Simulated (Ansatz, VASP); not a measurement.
## AlIn2N3 in two plane-wave programs

Wanted: the spread between two codes on one cell, functional and k mesh. The cell is taken from a series of runs on this material, whose earlier steps may have relaxed, scaled, displaced or heated it; both programs get it as it stands.

Method: plane waves, with VASP 6.6.1 beside it; single point at PBE, spin-orbit coupling, in Ansatz 0.2.0.

## 1. Set-up

It takes space group Cmc2_1 (No. 36, orthorhombic). Conventional cell: a = 10.296 Å, b = 5.926 Å, c = 5.500 Å, α = 90.00°, β = 90.00°, γ = 90.00°. Nearest to Al lie 4 N at 1.90 to 1.92 Å. Nearest to In lie 4 N at 2.18 to 2.20 Å. Nearest to N lie 1 Al at 1.90 Å and 3 In at 2.18 to 2.20 Å. Nearest to N lie 2 Al at 1.91 to 1.92 Å and 2 In at 2.19 Å. Farther neighbours and most contacts between anions are not listed.

## 2. Ansatz: single point, PBE, spin-orbit coupling

Ansatz runs on its PAW fully relativistic soft_1 files.

A single point gives forces, pressure and levels at one fixed geometry, so differences don't come from the geometry; what else differs is listed under the comparison.

Contents of input.yaml:

```yaml
crystal:
  lattice:
    - [5.1481021059, -2.9628729689, 0.0]
    - [5.1481021059, 2.9628729689, 0.0]
    - [0.0, 0.0, 5.500038]
  atoms:
    - { symbol: Al, position: [0.341243, 0.658757, 0.989218] }
    - { symbol: Al, position: [0.658757, 0.341243, 0.489218] }
    - { symbol: In, position: [0.988295, 0.335413, 0.987121] }
    - { symbol: In, position: [0.664587, 0.011705, 0.987121] }
    - { symbol: In, position: [0.011705, 0.664587, 0.487121] }
    - { symbol: In, position: [0.335413, 0.988295, 0.487121] }
    - { symbol: "N", position: [0.968855, 0.332959, 0.385637] }
    - { symbol: "N", position: [0.667041, 0.031145, 0.385637] }
    - { symbol: "N", position: [0.031145, 0.667041, 0.885637] }
    - { symbol: "N", position: [0.332959, 0.968855, 0.885637] }
    - { symbol: "N", position: [0.368643, 0.631357, 0.337266] }
    - { symbol: "N", position: [0.631357, 0.368643, 0.837266] }
kpoints:
  mp_grid: { grid: [6, 6, 4] }
  band_path:
    path:
      - [0.0, 0.0, 0.0]
      - [0.5, 0.5, 0.0]
      - [0.3328079, 0.6671921, 0.0]
      - [-0.3328079, 0.3328079, 0.0]
      - [0.0, 0.0, 0.5]
      - [-0.3328079, 0.3328079, 0.5]
      - [0.3328079, 0.6671921, 0.5]
      - [0.5, 0.5, 0.5]
    npoints: 1
hamiltonian:
  xc: pbe
  pseudopotentials: { kind: paw_fr, azcp: { folder: soft_1 } }
scf:
  occupations: { method: fermi_dirac, width: 0.02 }
  n_extra_bands: 16
magnetization:
  noncollinear: true
  spin_orbit: true
output:
  eigenvalues: true
  forces: true
  stress: true
  write_density: true
  write_potential: true
  elf: true
  volumetric_format: npy
```

On the command line:

```bash
ansatz run input.yaml --threads 2 --pin off --max-ram 92160MiB --backend cuda --events-out ev --progress --plain --runs-dir out --devices 1 --max-vram 13GiB
```

Numbers of over 12 decimals in the logs are rounded to 6 here.

What it wrote:

```text
scf.n_extra_bands = 16 over 88 filled bands (N_el = 88.0): the run solves 104 bands
GPUs: using 1 of 1 available (devices: 1).
Engine: ansatz 0.2.0, x86_64-unknown-linux-gnu
Pseudopotentials: kind: paw_fr
Pseudopotential: Al, paw, valence charge 3, recommended cutoff 420 eV (normal), soft_1/Al.paw.azcp
Pseudopotential: In, paw, valence charge 13, recommended cutoff 420 eV (normal), soft_1/In.paw.azcp
Pseudopotential: N, paw, valence charge 5, recommended cutoff 420 eV (normal), soft_1/N.paw.azcp
Functional definition: PBE
  parameter kappa = 0.804
  parameter beta = 0.066725
  exchange = pbe_x(kappa = kappa, mu = beta*pi^2/3)
  correlation = pbe_c(beta = beta)
non-collinear run that drives no moment, with spin-orbit: no starting moment large enough to seed its density (crystal.atoms[].spin), no starting occupations that ask for one, no magnetisation constraint and no magnetic field, so the semilocal B_xc is pinned to zero
device memory: the entry about to start is reckoned to put 5.2 GiB on a device that reports 64.1 GiB free (of which the cap on the GPU budget leaves the run 13.0 GiB)
GPU FFT provider: cuFFT
GPU libraries: cuBLAS 13.8.2, cuFFT 12.4.0, cuSOLVER 12.3.4
Crystal: 12 atoms, lattice volume = 167.786 Å³
Basis set: ecut = 420 eV, 3247 PW (Γ), exchange–correlation on 80×80×80 points (8 copies of the dense FFT grid, shifted against one another)
Bands: 104, of which v1, the nominal top of the filled ones, is band 88 counted from 1 (87 counted from 0)
Symmetry: 4 space group operations + 4 with time reversal
Magnetic group: BNS 36.173 (UNI 271), of the structure as read, at distance tolerance 5.5e-5 Å
k-points: 39 of 144 (time reversal used)
Projection manifold: j_resolved (fully-relativistic pseudo-atomic orbitals)
Non-local potential: Al, projectors of the file, resolved by j, l = 0: 2, l = 1: 4, l = 2: 2
Non-local potential: In, projectors of the file, resolved by j, l = 0: 2, l = 1: 4, l = 2: 4, l = 3: 2
Non-local potential: N, projectors of the file, resolved by j, l = 0: 2, l = 1: 4, l = 2: 2
PAW form: soft (Blöchl's): semilocal exchange-correlation on the pseudo side does not see the compensation charge
PAW one-centre angular grid: Al, 110 points (default); XC on 64 Gauss nodes
PAW one-centre angular grid: In, 590 points (default); XC on 64 Gauss nodes
PAW one-centre angular grid: N, 110 points (default); XC on 64 Gauss nodes
Initial density: superposition of atomic densities (chi_scale 0.1, normalization cell, long waves kept (reshape's long-wave potential 0.07 eV rms))
Initial wavefunctions: pseudopotential atomic-orbital guess
GPU buffer pool allocated for 64000 grid points (all kernels)
GPU transforms: local potential and band sums: pruned to the plane-wave sphere, on 40×40×40
Functional: x = pbe(κ = 0.804, μ = 0.219515), c = pbe(β = 0.066725)
SCF iter   1: F=—  HF=-25787.042920 eV  |F-HF|=—  |Δ(HF+E_count)|=         —  Δρ=8.76e-2  dr2=1.65e1  dr2_m=0.00e0 (ungated)  ethr=3.10e-3  |M|=0.00e0 ∫|m|=0.00e0 μB  |m|>n=0.0e0 m-floor=0.0e0 τ_xc=0.0e0  β_m=0.30  ⟨swp⟩=6.2  Hψ=18469  notcnv=0  defer=30
preconditioner: auto → Resta (q_TF=auto, 2.450 Å⁻¹)  ε∞=4.7  [insulator: Δε(μ)=1.767 eV  Ē_g=13.949 eV  σ=0.020 eV  W_gap=1.00  n_scr=46 (ndim 8)  ℏωp=26.9 eV  f_vac=0.000  D(μ)=0.00/eV (n_scr^D=0)  ε∞_Penn≈4.7]
spin=Noncollinear: Resta preconditioning applied to the charge; magnetization (m_x, m_y, m_z) channels mix plain (no charge-response kernel on spin).
SCF iter   2: F=—  HF=-25783.785799 eV  |F-HF|=—  |Δ(HF+E_count)|=    3.26e0  Δρ=4.72e-2  dr2=4.22e0  dr2_m=0.00e0 (ungated)  ethr=3.10e-3  |M|=0.00e0 ∫|m|=0.00e0 μB  |m|>n=0.0e0 m-floor=0.0e0 τ_xc=0.0e0  β_m=0.44  ⟨swp⟩=2.3  Hψ=6418  notcnv=0  defer=388
SCF iter   3: F=—  HF=-25782.819585 eV  |F-HF|=—  |Δ(HF+E_count)|=   9.66e-1  Δρ=2.07e-2  dr2=4.92e-1  dr2_m=0.00e0 (ungated)  ethr=3.10e-3  |M|=0.00e0 ∫|m|=0.00e0 μB  |m|>n=0.0e0 m-floor=0.0e0 τ_xc=0.0e0  β_m=0.67  ⟨swp⟩=2.1  Hψ=5316  notcnv=0  defer=388
SCF iter   4: F=—  HF=-25782.754799 eV  |F-HF|=—  |Δ(HF+E_count)|=   6.48e-2  Δρ=2.78e-3  dr2=1.37e-2  dr2_m=0.00e0 (ungated)  ethr=5.59e-4  |M|=0.00e0 ∫|m|=0.00e0 μB  |m|>n=0.0e0 m-floor=0.0e0 τ_xc=0.0e0  β_m=0.80  ⟨swp⟩=2.1  Hψ=4918  notcnv=0  defer=392
SCF iter   5: F=—  HF=-25782.763518 eV  |F-HF|=—  |Δ(HF+E_count)|=   8.72e-3  Δρ=1.56e-3  dr2=4.25e-3  dr2_m=0.00e0 (ungated)  ethr=1.55e-5  |M|=0.00e0 ∫|m|=0.00e0 μB  |m|>n=0.0e0 m-floor=0.0e0 τ_xc=0.0e0  β_m=0.80  ⟨swp⟩=2.2  Hψ=6525  notcnv=0  defer=392
SCF iter   6: F=—  HF=-25782.764652 eV  |F-HF|=—  |Δ(HF+E_count)|=   1.13e-3  Δρ=9.18e-4  dr2=1.53e-3  dr2_m=0.00e0 (ungated)  ethr=4.83e-6  |M|=0.00e0 ∫|m|=0.00e0 μB  |m|>n=0.0e0 m-floor=0.0e0 τ_xc=0.0e0  β_m=0.71  ⟨swp⟩=2.0  Hψ=6837  notcnv=0  defer=392
SCF iter   7: F=—  HF=-25782.764844 eV  |F-HF|=—  |Δ(HF+E_count)|=   1.91e-4  Δρ=2.61e-4  dr2=1.27e-4  dr2_m=0.00e0 (ungated)  ethr=1.73e-6  |M|=0.00e0 ∫|m|=0.00e0 μB  |m|>n=0.0e0 m-floor=0.0e0 τ_xc=0.0e0  β_m=0.85  ⟨swp⟩=2.0  Hψ=4803  notcnv=0  defer=392
SCF iter   8: F=—  HF=-25782.764241 eV  |F-HF|=—  |Δ(HF+E_count)|=   6.03e-4  Δρ=5.36e-5  dr2=5.53e-6  dr2_m=0.00e0 (ungated)  ethr=1.44e-7  |M|=0.00e0 ∫|m|=0.00e0 μB  |m|>n=0.0e0 m-floor=0.0e0 τ_xc=0.0e0  β_m=0.92  ⟨swp⟩=2.0  Hψ=5068  notcnv=0  defer=392
SCF iter   9: F=—  HF=-25782.764402 eV  |F-HF|=—  |Δ(HF+E_count)|=   1.61e-4  Δρ=6.67e-6  dr2=8.14e-8  dr2_m=0.00e0 (ungated)  ethr=1.14e-10  |M|=0.00e0 ∫|m|=0.00e0 μB  |m|>n=0.0e0 m-floor=0.0e0 τ_xc=0.0e0  β_m=0.96  ⟨swp⟩=14.1  Hψ=33704  notcnv=0
SCF iter  10: F=-25782.764402 eV  HF=-25782.764402 eV  |F-HF|=2.18e-9  |Δ(HF+E_count)|=   9.80e-8  Δρ=1.19e-6  dr2=2.85e-9  dr2_m=0.00e0 (ungated)  ethr=9.26e-11  |M|=0.00e0 ∫|m|=0.00e0 μB  |m|>n=0.0e0 m-floor=0.0e0 τ_xc=0.0e0  ⟨swp⟩=5.0  Hψ=23383  notcnv=0
SCF 1 converged in 10 iterations: F = -25782.764402 eV  dr2 = 2.85e-9
  greatest PAW one-centre occupation: 0.984 electrons in one spin orbital (limit 2), on the In atom at site 5 (counted from 0), in its partial waves of l = 2
device memory: the entry about to start is reckoned to put 2.9 GiB on a device that reports 57.8 GiB free (of which the cap on the GPU budget leaves the run 13.0 GiB)
NSCF: frozen V_eff on 8 k-points
SCF converged after 10 iterations
Magnetization: |M| = 0.0000 μB,  M = (+0.0000, +0.0000, +0.0000) μB
Absolute magnetization: 0.0000 μB (∫|m|)
  site 0: m = (+0.0000, +0.0000, +0.0000) μB, |m| = 0.0000 μB  (R = 0.79 Å)
  site 1: m = (+0.0000, +0.0000, +0.0000) μB, |m| = 0.0000 μB  (R = 0.79 Å)
  site 2: m = (+0.0000, +0.0000, +0.0000) μB, |m| = 0.0000 μB  (R = 0.90 Å)
  site 3: m = (+0.0000, +0.0000, +0.0000) μB, |m| = 0.0000 μB  (R = 0.90 Å)
  site 4: m = (+0.0000, +0.0000, +0.0000) μB, |m| = 0.0000 μB  (R = 0.90 Å)
  site 5: m = (+0.0000, +0.0000, +0.0000) μB, |m| = 0.0000 μB  (R = 0.90 Å)
  site 6: m = (+0.0000, +0.0000, +0.0000) μB, |m| = 0.0000 μB  (R = 0.79 Å)
  site 7: m = (+0.0000, +0.0000, +0.0000) μB, |m| = 0.0000 μB  (R = 0.79 Å)
  site 8: m = (+0.0000, +0.0000, +0.0000) μB, |m| = 0.0000 μB  (R = 0.79 Å)
  site 9: m = (+0.0000, +0.0000, +0.0000) μB, |m| = 0.0000 μB  (R = 0.79 Å)
  site 10: m = (+0.0000, +0.0000, +0.0000) μB, |m| = 0.0000 μB  (R = 0.79 Å)
  site 11: m = (+0.0000, +0.0000, +0.0000) μB, |m| = 0.0000 μB  (R = 0.79 Å)
Free energy (F): -25782.764402 eV
Harris-Foulkes:  -25782.764402 eV  (|F-HF|=2.18e-9)
Internal energy: -25782.764402 eV  (E = F + TS)
E sigma→0 (E₀):  -25782.764402 eV
Fermi energy:    9.067423 eV
--- Per-component energies (eV) ---
  E_band       = 1.354368
  E_kinetic    = 1693.714417
  E_local      = -5478.117417  (includes V_loc(G=0)·N_el)
  E_nonlocal   = 1543.982393
  E_hartree    = 2178.435012
  E_xc         = -1000.274684
  E_vxc        = -864.131732  (∫ρ·V_xc dr)
  E_paw        = -18562.688222  (= ΣΔE_a)
  E_vpaw       = -1250.969254  (= ΣTr[D̂ρ^β])
  E_aug_tail   = 0.005393  (compensation charges beyond the density's cutoff)
  E_ewald      = -6157.821293
  E_smearing   = -0.000000  (= −TS)
  E_closure    = 0.000000  (closes the sum)
  Σ components = -25782.764402   (vs F -25782.764402, Δ=0.00e0)
--- Forces (eV/Å), atoms counted from 1 ---
  atom   1  Al    -0.00000000    -0.00228688     0.00373799
  atom   2  Al     0.00000000     0.00228688     0.00373799
  atom   3  In     0.00111944    -0.00108254     0.00572253
  atom   4  In    -0.00111944    -0.00108254     0.00572253
  atom   5  In    -0.00111944     0.00108254     0.00572253
  atom   6  In     0.00111944     0.00108254     0.00572253
  atom   7  N      0.03253937    -0.01959695    -0.01860970
  atom   8  N     -0.03253937    -0.01959695    -0.01860970
  atom   9  N     -0.03253937     0.01959695    -0.01860970
  atom  10  N      0.03253937     0.01959695    -0.01860970
  atom  11  N     -0.00000000     0.03174453     0.02203221
  atom  12  N      0.00000000    -0.03174453     0.02203221
  max |Σ_I F_I| component: 8.29e-6 eV/Å
--- Stress (GPa, compression-positive) ---
       -0.232729      -0.000000      -0.000000
       -0.000000      -0.242101       0.000000
       -0.000000       0.000000      -0.177877
  P = ⅓ Tr σ = -0.2176 GPa (-2.176 kbar)
--- Band table (eV; the first three rows and the last of 39) ---
  k-point 0: bands = [... 84 lower, 8.6082, 8.6082, 8.6211, 8.6211, 9.5026, 9.5026, 12.0474, 12.0474, ... 12 higher]
  k-point 1: bands = [... 84 lower, 8.4993, 8.4993, 8.5124, 8.5124, 10.6142, 10.6142, 12.1087, 12.1087, ... 12 higher]
  k-point 2: bands = [... 84 lower, 8.3919, 8.3919, 8.3919, 8.3919, 11.7655, 11.7655, 11.7655, 11.7655, ... 12 higher]
  k-point 38: bands = [... 84 lower, 7.9229, 7.9229, 7.9229, 7.9229, 12.6164, 12.6164, 12.6164, 12.6164, ... 12 higher]
```

In the SCF lines HF is the Harris–Foulkes energy and dr2 the Hartree energy of the density residual, in eV; the loop may stop once dr2 is under the threshold and the program's other checks hold. Hψ counts applications of the Hamiltonian.

(Part 1 of 2 ends here.)

[Lines on the potential files, build, host, timing and source positions are cut from VASP's logs without a mark.]

[Logs are printed without paths, hosts, clocks, repeated set-up lines and the standing remarks that a program may print on its own settings, such as how far it seeks lower states.]

[Hosts, paths, dates, database ids (printed as entryN), source tags and the programs' standing remarks are cut or masked in the printed files.]
